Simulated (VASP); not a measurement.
A convergence study with VASP on ZnS (zinc blende): one setting is varied, all else stays as given below, so the limit is that of these other settings. Each run relaxes cell and ions from the cell shown. The basis is that of the starting cell, so low cut-offs carry a Pulay error.

```
ZnS
1.0
    0.00000     2.70500     2.70500
    2.70500     0.00000     2.70500
    2.70500     2.70500     0.00000
Zn S
1 1
Direct
  0.00000   0.00000   0.00000
  0.25000   0.25000   0.25000
```

Method: PBE GGA, VASP's PBE PAW potentials (set 64) (plane waves; VASP). The tightest run used: 700 eV cut-off, 7×7×7 Γ-centred mesh, Gaussian smearing of 0.050 eV, potentials Zn S.

Gaps are read on the run's mesh, which can miss a band edge.

Question: The settings run are ENCUT = 200; ENCUT = 250; ENCUT = 300; ENCUT = 350; ENCUT = 400; ENCUT = 450; ENCUT = 500; ENCUT = 550; ENCUT = 600; ENCUT = 650; ENCUT = 700. From which on does the relaxed volume stay within 0.1 Å³/atom of the tightest run?

Answer: From ENCUT = 300 on: it is off by 0.082 there and by no more than 0.1 in any finer run, while ENCUT = 250 is off by 0.951.
```csv
setting,relaxed volume (Å³/atom),E (eV/atom),gap on the mesh (eV),plane waves,difference judged (Å³/atom)
ENCUT = 200,16.916,-3.5154,2.849,262,3.294
ENCUT = 250,19.259,-3.4136,2.216,363,0.951
ENCUT = 300,20.128,-3.4236,2.018,489,0.082
ENCUT = 350,20.151,-3.4245,2.017,609,0.059
ENCUT = 400,20.136,-3.4245,2.023,726,0.074
ENCUT = 450,20.174,-3.4252,2.016,881,0.036
ENCUT = 500,20.201,-3.4257,2.011,1014,0.009
ENCUT = 550,20.205,-3.4258,2.010,1211,0.005
ENCUT = 600,20.205,-3.4258,2.010,1363,0.005
ENCUT = 650,20.207,-3.4258,2.010,1500,0.003
ENCUT = 700,20.210,-3.4258,2.009,1687,0.000
```

Left out are rungs that failed or repeat a setting and relaxations that didn't move; long series are thinned to 24 rows.

The compound is ZnS in the zinc blende structure.
